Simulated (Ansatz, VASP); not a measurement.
**Y in two plane-wave programs**

Aim: how closely do two programs agree when they are given the same cell, functional and k mesh? The structure shown is the end of the Ansatz relaxation below.

Method: plane waves, with VASP 6.6.1 beside it; single point at PBEsol, in Ansatz 0.2.0.

### 1. The structure

The structure is hexagonal, space group P6_3/mmc (No. 194). The conventional cell has a = 3.607 Å, b = 3.607 Å, c = 5.526 Å, α = 90.00°, β = 90.00°, γ = 120.00°. Nearest to Y lie 12 Y at 3.46 to 3.61 Å.

### 2. Ansatz: relaxation, PBEsol

Ansatz runs on its PAW soft_1 files.

This run makes the geometry at which the two programs are then compared.

Input file input.yaml:

```yaml
crystal:
  lattice:
    - [3.5985008811, 0.0, 0.0]
    - [-1.7992504406, 3.1163931786, 0.0]
    - [0.0, 0.0, 5.5261430152]
  atoms:
    - { symbol: "Y", position: [0.3333333333, 0.6666666667, 0.25] }
    - { symbol: "Y", position: [0.6666666667, 0.3333333333, 0.75] }
kpoints:
  mp_grid: { grid: [15, 15, 8] }
hamiltonian:
  xc: pbesol
  pseudopotentials: { kind: paw, azcp: { folder: soft_1 }, xc_functional: pbe }
scf:
  occupations: { method: methfessel_paxton, width: 0.2 }
output:
  forces: true
  stress: true
  eigenvalues: true
relax:
  adjacent_minimum: "off"
  f_tol: 0.001
  max_steps: 60
  cell: { stress_tol: 0.01, fix: [c, angles] }
```

Run with:

```console
ansatz run input.yaml --threads 4 --pin off --max-ram 10240MiB --backend cpu --events-out ev --progress --plain --runs-dir out
```

Numbers of over 12 decimals in the logs are rounded to 6 here.

The log of the run:

```text
Warning: crystal.symmetry: narrowed to the stabiliser of the fixed cell quantities (relax.cell.fix) — unitary ops 24 → 8. The narrowing is safe, since a smaller group never makes results wrong: the run goes on under it, on as many k-points as the starting group would need, or more. Excluded: 16 operations that would move a fixed cell quantity at a test strain (relax.cell.fix fixes c, alpha, beta, gamma). The cell can leave their symmetry as it relaxes.
Engine: ansatz 0.2.0, x86_64-unknown-linux-gnu
Pseudopotentials: kind: paw
Pseudopotential: Y, paw, valence charge 11, recommended cutoff 420 eV (normal), soft_1/Y.paw.azcp
Functional definition: PBEsol
  exchange = pbesol_x
  correlation = pbesol_c
Crystal: 2 atoms, lattice volume = 61.972 Å³
Basis set: ecut = 420 eV, 1183 PW (Γ), exchange–correlation on 50×50×80 points (8 copies of the dense FFT grid, shifted against one another)
Bands: 15, of which v1, the nominal top of the filled ones, is band 11 counted from 1 (10 counted from 0)
Symmetry: 8 space group operations
k-points: 320 of 1800
Non-local potential: Y, projectors of the file, l = 0: 3, l = 1: 2, l = 2: 2, l = 3: 1
PAW form: soft (Blöchl's): semilocal exchange-correlation on the pseudo side does not see the compensation charge
PAW frozen core: Y, regenerated for the run's functional, and the local potential with it (the file was generated under x = pbe(κ = 0.804, μ = 0.219515), c = pbe(β = 0.066725))
PAW one-centre angular grid: Y, 590 points (default); XC on 64 Gauss nodes
Initial density: superposition of atomic densities (chi_scale 0.1, normalization cell)
Initial wavefunctions: pseudopotential atomic-orbital guess
Functional: x = pbesol(κ = 0.804, μ = 0.123457), c = pbesol(β = 0.046)
SCF iter   1: F=—  HF=-7590.250107 eV  |F-HF|=—  |Δ(HF+E_count)|=         —  Δρ=1.40e-2  dr2=1.87e-1  ethr=3.10e-3  ⟨swp⟩=4.4  Hψ=20418  notcnv=0
preconditioner: auto → Kerker (q_TF=auto, 2.296 Å⁻¹)  [metal: Δε(μ)=0.014 eV  Ē_g=2.682 eV  σ=0.200 eV  W_gap=0.06  n_scr=10 (ndim 8)  ℏωp=11.6 eV  f_vac=0.000  D(μ)=3.61/eV (n_scr^D=34)]
SCF iter   2: F=—  HF=-7590.209714 eV  |F-HF|=—  |Δ(HF+E_count)|=   4.04e-2  S|Δr|=    0.00e0  Δρ=8.77e-3  dr2=7.36e-2  ethr=8.51e-4  ⟨swp⟩=1.0  Hψ=7360  notcnv=0
SCF iter   3: F=—  HF=-7590.185327 eV  |F-HF|=—  |Δ(HF+E_count)|=   2.44e-2  S|Δr|=    0.00e0  Δρ=1.40e-3  dr2=1.20e-3  ethr=3.35e-4  ⟨swp⟩=2.9  Hψ=8380  notcnv=0
SCF iter   4: F=—  HF=-7590.185251 eV  |F-HF|=—  |Δ(HF+E_count)|=   7.57e-5  S|Δr|=    0.00e0  Δρ=2.06e-4  dr2=2.27e-5  ethr=5.46e-6  ⟨swp⟩=2.0  Hψ=5967  notcnv=0
SCF iter   5: F=—  HF=-7590.185248 eV  |F-HF|=—  |Δ(HF+E_count)|=   2.40e-6  S|Δr|=    0.00e0  Δρ=4.72e-5  dr2=8.85e-7  ethr=1.03e-7  ⟨swp⟩=2.0  Hψ=8350  notcnv=0
SCF iter   6: F=-7590.185249 eV  HF=-7590.185249 eV  |F-HF|=2.85e-9  |Δ(HF+E_count)|=   1.28e-7  S|Δr|=    0.00e0  Δρ=7.71e-6  dr2=2.97e-8  ethr=4.55e-10  ⟨swp⟩=5.3  Hψ=21466  notcnv=0
SCF 1 converged in 6 iterations: F = -7590.185249 eV  dr2 = 2.97e-8
  greatest PAW one-centre occupation: 0.993 electrons in one spin orbital (limit 2), on the Y atom at site 1 (counted from 0), in its partial waves of l = 0
relax step   1: F+E_penalty+E_count = -7590.18524858 eV  Δ(F+E_penalty+E_count) = +0.000e0 eV  max|allowed force component| = 1.494e-8 eV/Å  Δτ_max = 0.0000 Å  P = +0.448 GPa  Ω = 61.972 Å³  fix = [c, alpha, beta, gamma]  reactions: c +0.848 GPa; gamma +0.000 GPa/rad  (6 SCF iters, dr2 threshold 1.00e-7 eV, accepted)
[...]
relax step   2: F+E_penalty+E_count = -7590.18546880 eV  Δ(F+E_penalty+E_count) = -2.202e-4 eV  max|allowed force component| = 3.590e-8 eV/Å  Δτ_max = 0.0000 Å  P = +0.249 GPa  Ω = 62.258 Å³  energy of the carried Pulay correction = -7.713e-6 eV  fix = [c, alpha, beta, gamma]  reactions: c +0.734 GPa; gamma +0.000 GPa/rad  (3 SCF iters, dr2 threshold 1.54e-7 eV, accepted)
[...]
relax step   3: F+E_penalty+E_count = -7590.18547646 eV  Δ(F+E_penalty+E_count) = -7.663e-6 eV  max|allowed force component| = 1.895e-8 eV/Å  Δτ_max = 0.0000 Å  P = +0.249 GPa  Ω = 62.258 Å³  fix = [c, alpha, beta, gamma]  reactions: c +0.734 GPa; gamma +0.000 GPa/rad  stress off target by 6.88e-3 GPa on what of the cell is left free  SCF on the basis re-selected at this cell (its energy is not comparable with the rows above)  (5 SCF iters)
basis re-selected at this cell: Δ(F+E_penalty+E_count) = -7.663e-6 eV, ΔP = -0.000 GPa vs the last step (what re-selecting the basis moved, of the pressure what is left beyond the Pulay correction that the steps carried, after the strain that the cell walked since its last selection, with what the two solves' SCF thresholds leave and, on support functions, any second-order correction that the steps lacked; it is no m [...]
SCF converged after 5 iterations
Stability not checked: this state was not tested for a lower state beside it, because cold or Methfessel-Paxton smearing, or corrected tetrahedra, fill the levels in a way that the test cannot read (fill_not_monotonic; see scf.lower_state_search)
Free energy (F): -7590.185476 eV
Harris-Foulkes:  -7590.185476 eV  (|F-HF|=9.09e-13)
Internal energy: -7590.184689 eV  (E = F + TS)
E sigma→0 (E₀):  -7590.185280 eV
Entropy (-TS):   -0.000787 eV (-0.394 meV/atom)
Fermi energy:    9.866828 eV
--- Per-component energies (eV) ---
  E_band       = -228.760177
  E_kinetic    = 631.828820
  E_local      = -1168.791755  (includes V_loc(G=0)·N_el)
  E_nonlocal   = 57.317920
  E_hartree    = 369.613531
  E_xc         = -353.931239
  E_vxc        = -409.117168  (∫ρ·V_xc dr)
  E_paw        = -5527.716381  (= ΣΔE_a)
  E_vpaw       = -79.225093  (= ΣTr[D̂ρ^β])
  E_aug_tail   = 0.000046  (compensation charges beyond the density's cutoff)
  E_ewald      = -1598.803179
  E_core_change = 0.297547  (= ΣΔE_core)
  E_smearing   = -0.000787  (= −TS)
  E_closure    = -0.000000  (closes the sum)
  Σ components = -7590.185476   (vs F -7590.185476, Δ=0.00e0)
--- Forces (eV/Å), atoms counted from 1 ---
  atom   1  Y     -0.00000002     0.00000001    -0.00000000
  atom   2  Y      0.00000002    -0.00000001     0.00000000
  max |Σ_I F_I| component: 0.00e0 eV/Å
--- Stress (GPa, compression-positive) ---
        0.006879      -0.000000       0.000000
       -0.000000       0.006879      -0.000000
        0.000000      -0.000000       0.733764
  P = ⅓ Tr σ = 0.2492 GPa (2.492 kbar)
--- Band table (eV; the first three rows and the last of 320) ---
  k-point 0: bands = [... 7 lower, -12.2076, 5.1401, 7.9646, 11.1069, 11.6196, 11.6196, 12.1568, 12.3168]
  k-point 1: bands = [... 7 lower, -12.2384, 5.2527, 7.9133, 10.9713, 11.5390, 11.5390, 12.0446, 12.2070]
  k-point 2: bands = [... 7 lower, -12.2840, 5.5781, 7.7065, 10.7449, 11.4289, 11.4289, 11.7388, 11.9571]
  k-point 319: bands = [... 7 lower, -12.3877, 8.1470, 8.1470, 9.9759, 9.9759, 11.3827, 11.3827, 12.6784]
--- Relaxed structure (2 steps of the walk, 2 accepted, 1 SCFs on fresh bases) ---
  F+E_penalty+E_count = -7590.18547646 eV   max|allowed force component| = 1.895e-8 eV/Å   (the final SCF, on the basis selected at the relaxed cell)
  cell:  # Å, volume = 62.2585 Å³
    - [3.606807, 2.893420250572132e-11, 0]
    - [-1.803403, 3.123586, 0]
    - [0, 0, 5.5261430152]
  atoms:
    - { symbol: Y, position: [0.333333, 0.666667, 0.25] }
    - { symbol: Y, position: [0.666667, 0.333333, 0.75] }
```

In the SCF lines HF is the Harris–Foulkes energy and dr2 the Hartree energy of the density residual, in eV; the loop may stop once dr2 is under the threshold and the program's other checks hold. Hψ counts applications of the Hamiltonian.

### 3. VASP: single point, PBEsol, pair 1

The same cell, functional, mesh and smearing now go to VASP, with its own data sets.

Lines of VASP's logs that name or quote its potential files are left out, and so is its time.

Input file INCAR:

```
SYSTEM = Y
PREC = Accurate
ENCUT = 500
EDIFF = 1E-06
NELM = 120
ISMEAR = 1
SIGMA = 0.2
LREAL = .FALSE.
ALGO = Normal
GGA = PS
NBANDS = 17
LASPH = .TRUE.
LORBIT = 11
LWAVE = .FALSE.
LCHARG = .FALSE.
ISIF = 2
GGA_COMPAT = .FALSE.
KPAR = 2
```

Input file POSCAR:

```
Y
1.0
    3.6068066411      0.0000000000      0.0000000000
   -1.8034033206      3.1235861778      0.0000000000
    0.0000000000      0.0000000000      5.5261430152
Y
2
Direct
    0.3333333295      0.6666666629      0.2500000000
    0.6666666629      0.3333333295      0.7500000000
```

Input file KPOINTS:

```
Automatic mesh
0
Gamma
15 15 8
0 0 0
```

PAW data sets: Y_sv (PBE family, release 64).

Run with:

```console
mpirun -np 2 vasp_std
```

The log of the run:

```text
[banner, memory and clock lines left out]
running    2 mpi-ranks, on    1 nodes
 distrk:  each k-point on    1 cores,    2 groups
 distr:  one band on    1 cores,    1 groups

 POSCAR found type information on POSCAR Y
 POSCAR found :  1 types and       2 ions
|                                                                             |
|               ----> ADVICE to this user running VASP <----                  |
|                                                                             |
|     You enforced a specific xc type in the INCAR file but a different       |
|     [... a line on the potential file left out ...]
|     I HOPE YOU KNOW WHAT YOU ARE DOING!                                     |
|                                                                             |

 LDA part: xc-table for (Slater+PW92), standard interpolation
 POSCAR, INCAR and KPOINTS ok, starting setup
 FFT: planning ... GRIDC
 FFT: planning ... GRID_SOFT
 FFT: planning ... GRID
 WAVECAR not read
 entering main loop
       N       E                     dE             d eps       ncg     rms          rms(c)
DAV:   1     0.838475953341E+02    0.83848E+02   -0.11241E+04  4606   0.120E+03
DAV:   2    -0.710538745016E+01   -0.90953E+02   -0.89604E+02  5813   0.262E+02
DAV:   3    -0.139139664842E+02   -0.68086E+01   -0.67667E+01  8203   0.434E+01
DAV:   4    -0.140670507335E+02   -0.15308E+00   -0.15298E+00  5514   0.681E+00
DAV:   5    -0.140703800242E+02   -0.33293E-02   -0.33289E-02  6840   0.766E-01    0.343E+01
DAV:   6    -0.137111943388E+02    0.35919E+00   -0.45077E-01  4984   0.428E+00    0.212E+01
DAV:   7    -0.136515229316E+02    0.59671E-01   -0.87445E-01  6192   0.544E+00    0.182E+00
DAV:   8    -0.136387192059E+02    0.12804E-01   -0.15204E-01  5715   0.238E+00    0.762E-01
DAV:   9    -0.136382536546E+02    0.46555E-03   -0.46684E-03  6434   0.442E-01    0.312E-01
DAV:  10    -0.136382954216E+02   -0.41767E-04   -0.11075E-03  5383   0.300E-01    0.151E-01
DAV:  11    -0.136382852660E+02    0.10156E-04   -0.62489E-05  7148   0.648E-02    0.359E-02
DAV:  12    -0.136382821812E+02    0.30847E-05   -0.12495E-05  5554   0.303E-02    0.236E-02
DAV:  13    -0.136382830447E+02   -0.86347E-06   -0.36537E-06  5209   0.183E-02
   1 F= -.13638283E+02 E0= -.13638036E+02  d E =-.742070E-03
```

From OUTCAR (step 3):

```text
ion  position               nearest neighbor table
   1  0.333  0.667  0.250-   2 3.46   2 3.46   2 3.46   2 3.46   2 3.46   2 3.46
   2  0.667  0.333  0.750-   1 3.46   1 3.46   1 3.46   1 3.46   1 3.46   1 3.46

  LATTYP: Found a hexagonal cell.
 ALAT       =     3.6068066411
 C/A-ratio  =     1.5321428524

 Subroutine GETGRP returns: Found 24 space group operations
 (whereof 12 operations were pure point group operations)

The static configuration has the point symmetry D_3d.
 The point group associated with its full space group is D_6h.

 Found    135 irreducible k-points:

   k-points           NKPTS =    135   k-points in BZ     NKDIM =    135   number of bands    NBANDS=     17

   dimension x,y,z NGX =    28 NGY =   28 NGZ =   40
   dimension x,y,z NGXF=    56 NGYF=   56 NGZF=   80

   ENCUT  =  500.0 eV  36.75 Ry    6.06 a.u.   6.58  6.58 10.08*2*pi/ulx,y,z

   NELECT =      22.0000    total number of electrons

 k-points in reciprocal lattice and weights: Automatic mesh
   0.00000000  0.00000000  0.00000000       0.001
   0.06666667  0.00000000  0.00000000       0.003
   0.13333333  0.00000000  0.00000000       0.003
   0.20000000  0.00000000  0.00000000       0.003
   0.26666667  0.00000000  0.00000000       0.003
   0.33333333  0.00000000  0.00000000       0.003
   0.40000000  0.00000000  0.00000000       0.003
   0.46666667  0.00000000  0.00000000       0.003
   0.06666667  0.06666667  0.00000000       0.003
[...]
0.33333333  0.26666667  0.50000000       0.007
   0.33333333  0.33333333  0.50000000       0.001

 average (electrostatic) potential at core
       1 -37.1570       2 -37.1570

 E-fermi :   3.1356

 k-point     1 :       0.0000    0.0000    0.0000
  band No.  band energies     occupation
    ...
      6     -19.0207      2.00000
      7     -19.0207      2.00000
      8     -18.9619      2.00000
      9      -1.6369      2.00000
     10       1.2199      2.00000
     11       4.3830     -0.00000
     12       4.8867     -0.00000
     13       4.8867     -0.00000
     14       5.4234     -0.00000
     15       5.5832     -0.00000
    ...

 k-point     2 :       0.0667    0.0000    0.0000
  band No.  band energies     occupation
    ...
      6     -19.0401      2.00000
      7     -19.0227      2.00000
      8     -18.9669      2.00000
      9      -1.5375      2.00000
     10       1.3111      2.00000
     11       4.2565     -0.00000
     12       4.6320     -0.00000
     13       4.9789     -0.00000
     14       5.4724     -0.00000
     15       5.6161     -0.00000
    ...

 k-point     3 :       0.1333    0.0000    0.0000
  band No.  band energies     occupation
    ...
      6     -19.0940      2.00000
      7     -19.0286      2.00000
      8     -18.9819      2.00000
      9      -1.2482      2.00000
     10       1.5650      2.00000
     11       3.9226     -0.00000
     12       4.1801     -0.00000
     13       5.2046     -0.00000
     14       5.2523     -0.00000
     15       5.5216     -0.00000
    ...

  Total       -0.0495852     -0.0495852      0.2359388      0.0000000      0.0000000      0.0000000
  in kB       -1.2760388     -1.2760388      6.0717168      0.0000000      0.0000000      0.0000000
  external PRESSURE =       1.1732131 kB  Pullay stress =       0.0000000 kB

  energy-cutoff  :      500.00
  volume of cell :       62.26
      direct lattice vectors                 reciprocal lattice vectors
     3.606806641  0.000000000  0.000000000     0.277253565  0.160072420  0.000000000
    -1.803403321  3.123586178  0.000000000     0.000000000  0.320144841  0.000000000
     0.000000000  0.000000000  5.526143015     0.000000000  0.000000000  0.180958038

 POSITION                                       TOTAL-FORCE (eV/Angst)
 -----------------------------------------------------------------------------------
     -0.00000      2.08239      1.38154         0.000000     -0.000000      0.000000
      1.80340      1.04120      4.14461        -0.000000      0.000000     -0.000000
 -----------------------------------------------------------------------------------
    total drift:                                0.000010      0.000017      0.000000

  FREE ENERGIE OF THE ION-ELECTRON SYSTEM (eV)
  ---------------------------------------------------
  free  energy   TOTEN  =       -13.6382830447 eV

  energy  without entropy=      -13.6375409745  energy(sigma->0) =      -13.63803569

 total charge
# of ion       s       p       d       f       tot
--------------------------------------------------
    1        2.291   6.235   0.969   0.008   9.503
    2        2.291   6.235   0.969   0.008   9.503
--------------------------------------------------
tot          4.582  12.469   1.939   0.016  19.006

[... 3 further parts left out ...]
```

The run ends at a pressure of 0.12 GPa.

### 4. Comparison

Known differences besides the potentials themselves: the cutoff is 420 eV in Ansatz and 500 eV in VASP; Ansatz makes its cores anew for this functional, VASP keeps those of its PBE data sets; Ansatz's pressure holds a Pulay correction, VASP's none. Total energies have different zeros and are not compared.

The two programs side by side:

| quantity | Ansatz | VASP | difference |
| --- | --- | --- | --- |
| pressure (GPa) | 0.25 | 0.12 | +0.13 |

### 5. Ansatz: relaxation, PBEsol

This run makes the geometry at which the two programs are then compared. The cell compared in this pair holds 61.92 Å³, against 62.26 Å³ for the pair before.

The structure compared here is the end of the Ansatz relaxation.

input.yaml, the sections that differ from step 2:

```yaml
crystal:
  lattice:
    - [3.6068066411, 0.0, 0.0]
    - [-1.8034033206, 3.1235861778, 0.0]
    - [0.0, 0.0, 5.4703233888]
  atoms:
    - { symbol: "Y", position: [0.3333333346, 0.6666666654, 0.25] }
    - { symbol: "Y", position: [0.6666666654, 0.3333333346, 0.75] }
# kpoints, hamiltonian, scf, output, relax: as in step 2
```

Run with:

```console
ansatz run input.yaml --threads 4 --pin off --max-ram 10240MiB --backend cpu --events-out ev --progress --plain --runs-dir out
```

The log of the run:

```text
[...]
Crystal: 2 atoms, lattice volume = 61.630 Å³
Basis set: ecut = 420 eV, 1171 PW (Γ), exchange–correlation on 50×50×80 points (8 copies of the dense FFT grid, shifted against one another)
Bands: 15, of which v1, the nominal top of the filled ones, is band 11 counted from 1 (10 counted from 0)
Symmetry: 8 space group operations
k-points: 320 of 1800
[...]
k-point 319: bands = [... 7 lower, -12.3042, 8.2067, 8.2067, 10.0613, 10.0613, 11.4630, 11.4630, 12.7103]
--- Relaxed structure (2 steps of the walk, 2 accepted, 1 SCFs on fresh bases) ---
[...]
cell:  # Å, volume = 61.9180 Å³
    - [3.615237, 2.8935106404410564e-11, 0.0]
    - [-1.807619, 3.130887, 0.0]
    - [0.0, 0.0, 5.4703233888]
  atoms:
    - { symbol: Y, position: [0.333333, 0.666667, 0.250000] }
    - { symbol: Y, position: [0.666667, 0.333333, 0.750000] }
[key lines of the parts left out:]
SCF converged after 5 iterations
Free energy (F): -7590.181084 eV
Fermi energy:    9.924088 eV
P = ⅓ Tr σ = 0.5043 GPa (5.043 kbar)
```

### 6. VASP: single point, PBEsol, pair 2

The same cell, functional, mesh and smearing now go to VASP, with its own data sets.

INCAR is that of step 3.

Input file POSCAR:

```
Y
1.0
    3.6152370916      0.0000000000      0.0000000000
   -1.8076185458      3.1308871620      0.0000000000
    0.0000000000      0.0000000000      5.4703233888
Y
2
Direct
    0.3333333322      0.6666666656      0.2500000000
    0.6666666656      0.3333333322      0.7500000000
```

KPOINTS is that of step 3.

Run with:

```console
mpirun -np 2 vasp_std
```

The log of the run:

```text
[banner, memory and clock lines left out]
running    2 mpi-ranks, on    1 nodes
[...]
[... a notice as in an earlier step ...]

 LDA part: xc-table for (Slater+PW92), standard interpolation
 POSCAR, INCAR and KPOINTS ok, starting setup
[...]
entering main loop
       N       E                     dE             d eps       ncg     rms          rms(c)
DAV:   1     0.852396976755E+02    0.85240E+02   -0.11253E+04  4598   0.120E+03
DAV:   2    -0.703626489178E+01   -0.92276E+02   -0.90883E+02  5817   0.264E+02
DAV:   3    -0.138896152231E+02   -0.68534E+01   -0.68060E+01  8136   0.438E+01
DAV:   4    -0.140580688349E+02   -0.16845E+00   -0.16837E+00  5508   0.705E+00
[...]
DAV:  11    -0.136341238064E+02    0.26344E-05   -0.58674E-05  7088   0.607E-02    0.584E-02
DAV:  12    -0.136341200237E+02    0.37826E-05   -0.10220E-05  5188   0.263E-02    0.289E-02
DAV:  13    -0.136341203582E+02   -0.33450E-06   -0.26937E-06  4470   0.158E-02
   1 F= -.13634120E+02 E0= -.13634170E+02  d E =0.150236E-03
```

(Part 1 of 2 ends here.)

[Lines on the potential files, build, host, timing and source positions are cut from VASP's logs without a mark.]

[Logs are printed without paths, hosts, clocks, repeated set-up lines and the standing remarks that a program may print on its own settings, such as how far it seeks lower states.]

[Hosts, paths, dates, database ids (printed as entryN), source tags and the programs' standing remarks are cut or masked in the printed files.]
